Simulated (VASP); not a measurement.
## Mo: structure and properties in VASP

How well does r2SCAN + rVV10 reproduce what experiment finds for Mo? The cell is relaxed first, and properties follow on it. The steps: relaxing cell and atoms (r2SCAN + rVV10), single point with fields (r2SCAN + rVV10), bands along the symmetry lines (r2SCAN + rVV10), total and projected DOS (r2SCAN + rVV10) and band structure (r2SCAN + rVV10 + SOC). Left out of this account: at least 1 further run (core levels: core levels are not valid at this level). The start is a cell from a database of measured crystal structures.

Main program and level: VASP 6.6.1; r2SCAN with rVV10; plane waves and PAW (Mo_sv), in the first sound run; inputs show where later runs differ.

The experiments to compare with:

For Mo, body-centred cubic (bulk Mo, literature value), “Anisotropic Resistivity Size Effect in Epitaxial Mo(001) and Mo(011) Layers” (2023, pmc:10052566) quotes earlier work: lattice constant a (cubic lattice constant, literature experiment) 3.147 Å [literature experimental value used as input for the DFT calculation; temperature not …].

Report form: the programs' logs are mostly left out.

### 1. Starting point

Before any relaxation, the start is as follows. It takes space group Im-3m (No. 229, cubic). The conventional cell has a = 3.147 Å, b = 3.147 Å, c = 3.147 Å, α = 90.00°, β = 90.00°, γ = 90.00°. Mo has 8 Mo at 2.73 Å nearest.

Structure file:

```cif
data_structure
_symmetry_space_group_name_H-M 'P 1'
_symmetry_Int_Tables_number 1
_cell_length_a 2.7252
_cell_length_b 2.7252
_cell_length_c 2.7252
_cell_angle_alpha 109.471
_cell_angle_beta 109.471
_cell_angle_gamma 109.471
_cell_volume 15.58
loop_
_atom_site_label
_atom_site_type_symbol
_atom_site_fract_x
_atom_site_fract_y
_atom_site_fract_z
_atom_site_occupancy
Mo1 Mo 0.00000 0.00000 0.00000 1
```

### 2. Relaxing cell and atoms (r2SCAN + rVV10)

The start need not lie at this functional's minimum. ISIF = 3 frees volume, shape and positions, and EDIFFG sets the threshold on forces and stress at which the search stops. r2SCAN adds the kinetic-energy density, costs more than a GGA and is run with LASPH. LUSE_VDW switches on a nonlocal correlation term for dispersion.

Input file INCAR:

```
SYSTEM = Mo
PREC = Accurate
ENCUT = 400
EDIFF = 1E-06
NELM = 100
ISMEAR = 1
SIGMA = 0.2
LREAL = .FALSE.
ALGO = Normal
METAGGA = R2SCAN
LUSE_VDW = .TRUE.
IVDW_NL = 2
BPARAM = 11.95
CPARAM = 0.0093
LASPH = .TRUE.
NBANDS = 13
LORBIT = 11
LWAVE = .FALSE.
LCHARG = .FALSE.
KPAR = 2
IBRION = 2
NSW = 60
ISIF = 3
EDIFFG = -0.01
```

Input file POSCAR:

```
Mo
1.0
   -1.5734150000      1.5734150000      1.5734150000
    1.5734150000     -1.5734150000      1.5734150000
    1.5734150000      1.5734150000     -1.5734150000
Mo
1
Direct
    0.0000000000      0.0000000000      0.0000000000
```

Input file KPOINTS:

```
Automatic mesh
0
Gamma
10 10 10
0 0 0
```

The projector-augmented-wave data sets are Mo_sv (PBE family, release 64).

Started as:

```
> mpirun -np 2 vasp_std
```

Elapsed: 27 s, on 2 MPI ranks of AMD EPYC 9R45, shared host; peak memory 0.27 GiB.

The k-mesh is coarse for a metal. The PAW data sets were made with PBE, which is usual practice but a small mismatch for other functionals. The run keeps the 48 symmetry operations of its start, so it cannot find a distortion of lower symmetry.

Little changed from the start: no atom moved by 0.005 Å and no cell edge by 0.1 %.

Numbers from this step:

| Property | Result |
| --- | --- |
| electrons | 14 |
| bands | 13 |
| irreducible k-points | 47 |
| symmetry operations | 48 |
| free energy (TOTEN) | -25.83 eV |
| energy at zero smearing | -25.83 eV |
| Fermi energy | 12.76 eV |
| pressure | 0.006857 GPa |
| metallic, judged on the points sampled | yes |
| SCF cycles over all ionic steps | 23 |

It ends with forces that vanish by symmetry and a pressure of 0.01 GPa. The volume lies -0.2 % from that of the database's start, part of which can be the thermal and zero-point expansion of its experiment.

### 3. Single point with fields (r2SCAN + rVV10)

A single point on the relaxed cell gives a clean self-consistent state, with density, ELF and potential written out.

INCAR: that of step 2 with these lines changed.

```diff
@@ -18,7 +18,5 @@
 LWAVE = .FALSE.
-LCHARG = .FALSE.
-KPAR = 2
-IBRION = 2
-NSW = 60
-ISIF = 3
-EDIFFG = -0.01
+LCHARG = .TRUE.
+ISIF = 2
+LELF = .TRUE.
+LVHAR = .TRUE.
```

Input file POSCAR:

```
Mo
1.0
   -1.5724553579      1.5724553579      1.5724553579
    1.5724553579     -1.5724553579      1.5724553579
    1.5724553579      1.5724553579     -1.5724553579
Mo
1
Direct
    0.0000000000      0.0000000000      0.0000000000
```

KPOINTS is that of step 2.

Started as:

```
> mpirun -np 2 vasp_std
```

The job ended after 11 s (2 MPI ranks; peak memory 0.22 GiB).

Numbers from this step:

* SCF cycles: 12
* bands: 14
* pressure: -0.003751 GPa

Valence electrons inside each PAW sphere by angular momentum. Sphere charges, by row:

| atom | s (e) | p (e) | d (e) | tot (e) |
| --- | --- | --- | --- | --- |
| Mo1 | 2.377 | 6.213 | 3.893 | 12.48 |

Valence density in the ac plane of the conventional cell at fractional y = 0.000, with atoms of Mo within 0.2 Å of it. It is the smooth field of the valence electrons, not physical close to the nuclei.

Values in e/Å³, 13 rows by 14 columns, each cell a mean:
```
7.1 6.6 4.5 2.1 0.8 0.3 0.3 0.3 0.3 0.4 1.0 2.7 5.3 6.8
5.5 4.9 3.1 1.5 0.6 0.3 0.3 0.3 0.3 0.4 0.8 1.9 3.8 5.1
2.5 2.2 1.4 0.7 0.4 0.3 0.3 0.3 0.3 0.3 0.5 0.9 1.6 2.3
0.9 0.8 0.6 0.4 0.3 0.3 0.3 0.3 0.3 0.3 0.3 0.5 0.7 0.8
0.3 0.3 0.3 0.3 0.3 0.3 0.3 0.3 0.3 0.3 0.3 0.3 0.3 0.3
0.3 0.3 0.3 0.3 0.3 0.3 0.3 0.3 0.3 0.3 0.3 0.3 0.3 0.3
0.3 0.3 0.3 0.3 0.3 0.3 0.3 0.3 0.3 0.3 0.3 0.3 0.3 0.3
0.3 0.3 0.3 0.3 0.3 0.3 0.3 0.3 0.3 0.3 0.3 0.3 0.3 0.3
0.6 0.5 0.4 0.4 0.3 0.3 0.3 0.3 0.3 0.3 0.3 0.4 0.5 0.5
1.9 1.6 1.1 0.6 0.4 0.3 0.3 0.3 0.3 0.3 0.4 0.7 1.2 1.7
4.3 3.8 2.4 1.1 0.5 0.3 0.3 0.3 0.3 0.4 0.6 1.4 2.9 4.0
6.8 6.2 4.2 1.9 0.7 0.3 0.3 0.3 0.3 0.4 1.0 2.5 5.0 6.4
7.4 7.0 4.9 2.3 0.8 0.3 0.3 0.3 0.3 0.4 1.1 3.0 5.8 7.2
```
Columns run along a (3.1 Å), rows up along c (3.1 Å), edges of the conventional cell, whose origin can differ from the input's. Atoms in or near the plane, at fractional coordinates: Mo at (0.00, 0.00).

Electrostatic potential energy in the ac plane of the conventional cell at fractional y = 0.000, with atoms of Mo within 0.2 Å of it. With pseudopotentials it is smooth inside the atoms' cores, unlike the true potential.

Ten even steps from '0' (-67 eV) to '9' (1 eV), each cell a mean:
```
00136999985300
01247999996421
33578999998643
66789999999876
99999999999999
99999999999999
99999999999999
99999999999999
77899999999987
44679999998754
12358999997521
00146999986310
00136999985200
```
Columns run along a (3.1 Å; values clipped at the 3rd and 97th percentile), rows up along c (3.1 Å), edges of the conventional cell, whose origin can differ from the input's. Atoms in or near the plane, at fractional coordinates: Mo at (0.00, 0.00).

ELF in the ac plane of the conventional cell at fractional y = 0.000, with atoms of Mo within 0.2 Å of it. It is the smooth field of the valence electrons, not physical close to the nuclei.

Ten even steps from '0' (0.17) to '9' (0.70), each cell a mean:
```
68972023103897
99951134202799
77531245421367
22112455532112
00134444444210
22455443455432
33455443455543
01234444444321
00013455542100
65421355422345
99841145312699
79962023203898
37972013103895
```
Columns run along a (3.1 Å), rows up along c (3.1 Å), edges of the conventional cell, whose origin can differ from the input's. Atoms in or near the plane, at fractional coordinates: Mo at (0.00, 0.00).

In this run the pressure is 0.00 GPa, small enough to go on; single stress components reach 0.00 GPa.

### 4. Bands along the symmetry lines (r2SCAN + rVV10)

The mesh alone shows little of the dispersion and can miss band extrema, so KPOINTS_OPT adds a path through the symmetry points after the self-consistent cycle.

INCAR: that of step 3 with these lines changed.

```diff
@@ -15,8 +15,6 @@
 LASPH = .TRUE.
-NBANDS = 13
+NBANDS = 18
 LORBIT = 11
 LWAVE = .FALSE.
-LCHARG = .TRUE.
-ISIF = 2
-LELF = .TRUE.
-LVHAR = .TRUE.
+LCHARG = .FALSE.
+KPAR = 2
```

POSCAR is that of step 3.

KPOINTS is that of step 3.

Input file KPOINTS_OPT:

```
Line mode
16
Line-mode
Reciprocal
  0.00000000   0.00000000   0.00000000 GAMMA
  0.50000000  -0.50000000   0.50000000 H

  0.50000000  -0.50000000   0.50000000 H
  0.00000000   0.00000000   0.50000000 N

  0.00000000   0.00000000   0.50000000 N
  0.00000000   0.00000000   0.00000000 GAMMA

  0.00000000   0.00000000   0.00000000 GAMMA
  0.25000000   0.25000000   0.25000000 P

  0.25000000   0.25000000   0.25000000 P
  0.50000000  -0.50000000   0.50000000 H

  0.25000000   0.25000000   0.25000000 P
  0.00000000   0.00000000   0.50000000 N
```

Started as:

```
> mpirun -np 2 vasp_std
```

Run time: 24 s. Hardware: 2 MPI ranks; peak memory 0.27 GiB.

Spin-orbit coupling is off here; it would split degenerate levels.

This step gave:

```yaml
bands: 18
pressure: -0.004021 GPa
```

Electronic bands along the path, in eV, zero at the Fermi level; # counts the bands kept in this run:

| point | #1 | #2 | #3 | #4 | #5 | #6 |
| --- | --- | --- | --- | --- | --- | --- |
| Γ | -7.83 | -1.55 | -1.55 | -1.55 | 1.80 | 1.80 |
| 0.53 of the way | -3.98 | -3.23 | -0.58 | -0.58 | 1.08 | 3.85 |
| H | -5.83 | -5.83 | 4.07 | 4.07 | 4.07 | 9.38 |
| 0.47 of the way | -4.76 | -3.88 | -0.60 | 0.38 | 4.41 | 8.06 |
| N | -5.76 | -3.73 | 1.46 | 1.78 | 2.49 | 4.86 |
| 0.47 of the way | -5.61 | -2.88 | -1.70 | 1.24 | 1.31 | 1.99 |
| Γ | -7.83 | -1.55 | -1.55 | -1.55 | 1.80 | 1.80 |
| 0.47 of the way | -4.90 | -2.95 | -2.95 | 1.73 | 1.73 | 2.67 |
| P | -2.94 | -2.94 | -2.94 | 2.63 | 2.63 | 10.19 |
| 0.53 of the way | -3.63 | -3.63 | -2.81 | 2.39 | 2.39 | 10.92 |
| H | -5.83 | -5.83 | 4.07 | 4.07 | 4.07 | 9.38 |
| jump to P | -2.94 | -2.94 | -2.94 | 2.63 | 2.63 | 10.19 |
| 0.47 of the way | -4.35 | -3.69 | -1.00 | 2.20 | 2.56 | 8.17 |
| N | -5.76 | -3.73 | 1.46 | 1.78 | 2.49 | 4.86 |

There is no gap at this level.

### 5. Total and projected DOS (r2SCAN + rVV10)

A density of states needs more k-points than a total energy, and tetrahedra (ISMEAR = -5) or a smearing that fits the mesh; LORBIT projects the states on the PAW spheres. The mesh is finer than in the run before.

INCAR: that of step 4 with these lines changed.

```diff
@@ -5,3 +5,3 @@
 NELM = 100
-ISMEAR = 1
+ISMEAR = -5
 SIGMA = 0.2
@@ -20 +20,2 @@
 KPAR = 2
+NEDOS = 2001
```

POSCAR is that of step 4.

Input file KPOINTS:

```
Automatic mesh
0
Gamma
15 15 15
0 0 0
```

Started as:

```
> mpirun -np 2 vasp_std
```

The job ended after 30 s (2 MPI ranks; peak memory 0.32 GiB; 58 s of CPU time).

With tetrahedra the forces and stress of a metal are not exact derivatives of the energy.

Numbers from this step:

- irreducible k-points: 120
- free energy (TOTEN): -25.86 eV
- Fermi energy: 12.65 eV
- pressure: 0.7355 GPa
- DOS at the Fermi level, one point of the energy grid: 0.5149 states/eV/cell

The density of states has structure finer than the step of the table below, so its rows give means over 1 eV, whole bins alone (the curve runs from -12.0 to 7.87 eV). Peaks (eV: height): total -4.2: 1.55, -3.2: 2.16, -1.8: 2.37, 2.7: 2.97; Mo d -4.2: 0.972, -3.2: 1.64, -1.8: 1.58, 2.7: 2.72; Mo p -4.1: 0.0559, -3.2: 0.0844, -1.8: 0.176; Mo s -5.2: 0.178, -1.8: 0.0646, 2.7: 0.0334.

States under -12.0 eV and over 7.9 eV are left out. The density of states by energy, zero at the Fermi level; means over each step; values in states/eV/cell:

| energy (eV) | total | Mo d | Mo p | Mo s |
| --- | --- | --- | --- | --- |
| -9 | 0 | 0 | 0 | 0 |
| -8 | 0.00209 | 0 | 1.4e-5 | 0.00112 |
| -7 | 0.0511 | 6.7e-4 | 0.00146 | 0.0259 |
| -6 | 0.152 | 0.0306 | 0.00647 | 0.0555 |
| -5 | 1.04 | 0.548 | 0.0323 | 0.158 |
| -4 | 1.08 | 0.696 | 0.0419 | 0.0745 |
| -3 | 1.47 | 1.13 | 0.0529 | 0.0106 |
| -2 | 1.38 | 0.946 | 0.0947 | 0.0345 |
| -1 | 0.583 | 0.354 | 0.0592 | 0.0164 |
| 0 | 0.585 | 0.428 | 0.0364 | 0.00798 |
| 1 | 1.11 | 0.931 | 0.0246 | 0.0105 |
| 2 | 1.34 | 1.21 | 0.0145 | 0.00897 |
| 3 | 1.34 | 1.19 | 0.0294 | 0.0236 |
| 4 | 0.570 | 0.472 | 0.0256 | 0.0188 |
| 5 | 0.290 | 0.199 | 0.0294 | 0.0172 |
| 6 | 0.269 | 0.157 | 0.0405 | 0.0165 |
| 7 | 0.250 | 0.129 | 0.0473 | 0.0147 |

The finer mesh and the other smearing move the Fermi level by -0.11 eV from the 10×10×10 run, one measure of the sampling error in the zero of the bands above. Of the states within 0.3 eV of the Fermi level, the largest shares in the PAW spheres are Mo d 72 % and Mo p 7 %. The rest lies in smaller channels or between the spheres.

### 6. Band structure (r2SCAN + rVV10 + SOC)

This step: r2SCAN with rVV10, spin-orbit coupling; plane waves and PAW (Mo_sv) (VASP 6.6.1).

The mesh alone shows little of the dispersion and can miss band extrema, so KPOINTS_OPT adds a path through the symmetry points after the self-consistent cycle. Spin-orbit coupling needs spinors and the noncollinear program, where each band holds one electron.

INCAR: that of step 5 with these lines changed.

```diff
@@ -5,3 +5,3 @@
 NELM = 100
-ISMEAR = -5
+ISMEAR = 1
 SIGMA = 0.2
@@ -15,3 +15,8 @@
 LASPH = .TRUE.
-NBANDS = 18
+LNONCOLLINEAR = .TRUE.
+MAGMOM = 0 0 0
+NBANDS = 26
+GGA_COMPAT = .FALSE.
+LSORBIT = .TRUE.
+LMAXMIX = 4
 LORBIT = 11
@@ -20,2 +25 @@
 KPAR = 2
-NEDOS = 2001
```

POSCAR is that of step 5.

Input file KPOINTS:

```
Automatic mesh
0
Gamma
8 8 8
0 0 0
```

KPOINTS_OPT is that of step 4.

Started as:

```
> mpirun -np 2 vasp_ncl
```

It took 76 s on 2 MPI ranks; peak memory 0.36 GiB.

This step gave:

| Property | Result |
| --- | --- |
| SCF cycles | 13 |
| bands | 26 |
| irreducible k-points | 29 |
| free energy (TOTEN) | -25.93 eV |
| Fermi energy | 12.51 eV |
| pressure | 1.440 GPa |

On-site spin-orbit energy by atom:

| atom | on-site spin-orbit energy (eV) |
| --- | --- |
| Mo1 | -0.199 |

The electronic bands at the labelled points (eV, zero at the Fermi level; # counts the bands kept in this run):

| point | #3 | #4 | #5 | #6 | #7 | #8 | #9 | #10 |
| --- | --- | --- | --- | --- | --- | --- | --- | --- |
| Γ | -1.38 | -1.38 | -1.38 | -1.38 | -1.24 | -1.24 | 2.03 | 2.03 |
| 0.53 of the way | -3.00 | -3.00 | -0.43 | -0.43 | -0.28 | -0.28 | 1.31 | 1.31 |
| H | -5.59 | -5.59 | 4.21 | 4.21 | 4.21 | 4.21 | 4.41 | 4.41 |
| 0.47 of the way | -3.65 | -3.65 | -0.39 | -0.39 | 0.61 | 0.61 | 4.62 | 4.62 |
| N | -3.51 | -3.51 | 1.70 | 1.70 | 2.00 | 2.00 | 2.72 | 2.72 |
| 0.47 of the way | -2.65 | -2.65 | -1.47 | -1.47 | 1.45 | 1.45 | 1.55 | 1.55 |
| Γ | -1.38 | -1.38 | -1.38 | -1.38 | -1.24 | -1.24 | 2.03 | 2.03 |
| 0.47 of the way | -2.74 | -2.74 | -2.72 | -2.72 | 1.90 | 1.90 | 2.01 | 2.01 |
| P | -2.67 | -2.67 | -2.67 | -2.67 | 2.85 | 2.85 | 2.85 | 2.85 |
| 0.53 of the way | -3.38 | -3.38 | -2.58 | -2.58 | 2.57 | 2.57 | 2.65 | 2.65 |
| H | -5.59 | -5.59 | 4.21 | 4.21 | 4.21 | 4.21 | 4.41 | 4.41 |
| jump to P | -2.67 | -2.67 | -2.67 | -2.67 | 2.85 | 2.85 | 2.85 | 2.85 |
| 0.47 of the way | -3.47 | -3.47 | -0.77 | -0.77 | 2.42 | 2.42 | 2.79 | 2.79 |
| N | -3.51 | -3.51 | 1.70 | 1.70 | 2.00 | 2.00 | 2.72 | 2.72 |

At these settings, which differ from those of the relaxation, the cell is under a pressure of 1.4 GPa. Spin-orbit coupling and whatever else the input changes with it, such as the mesh, can each hold a part of this; the runs don't part them.

### 7. What came out

| Quantity | Value |
| --- | --- |
| relaxed volume | 15.55 Å³/atom |
| relaxed conventional cell a, b, c | 3.145, 3.145, 3.145 Å |
| space group after relaxing, within 0.02 Å | Im-3m (No. 229) |
| band gap | none, a metal |
| DOS at the Fermi level | 0.515 states/eV/cell |
| band gap (r2SCAN + rVV10 + SOC) | none, a metal |

What this shows: With r2SCAN + rVV10, Mo relaxes to 15.55 Å³/atom in space group Im-3m (held by the symmetry of the run) and comes out as a metal. Against the listed cell the volume lies -0.2 %. Bands along the symmetry lines (r2SCAN + rVV10): Of the bands kept, 3 cross the Fermi level on this path. Band structure (r2SCAN + rVV10 + SOC): Of the bands kept, 6 cross the Fermi level on this path (spinor bands, one electron each). The k-sampling is coarse for a metal, so the Fermi level, pressures and the shape of the cell carry errors. No search among competing phases was made. All values are for a static lattice at zero temperature.

Comparison with the measured values:

| quantity | measured | r2SCAN with rVV10 |
| --- | --- | --- |
| lattice constant a (Å) | 3.147 | 3.145 (-0.1 %) |

Measured values from pmc:10052566 (2023).

How well it matches: The lattice constant a is off by -0.1 %: good agreement. The grades are ours: good and fair within 0.7 and 1.5 % for the lattice constant a. For lattice constants the calculation has a static lattice, without zero-point motion or thermal expansion.

[Lines on the potential files, build, host, timing and source positions are cut from VASP's logs without a mark.]

[Logs are printed without paths, hosts, clocks, repeated set-up lines and the standing remarks that a program may print on its own settings, such as how far it seeks lower states.]

[Hosts, paths, dates, database ids (printed as entryN), source tags and the programs' standing remarks are cut or masked in the printed files.]

[A measured line is paired with the nearest computed mode of its activity, which favours agreement.]

[In band tables of VASP the shares of atoms and orbitals are scaled to a sum of 1 inside the atoms' spheres.]
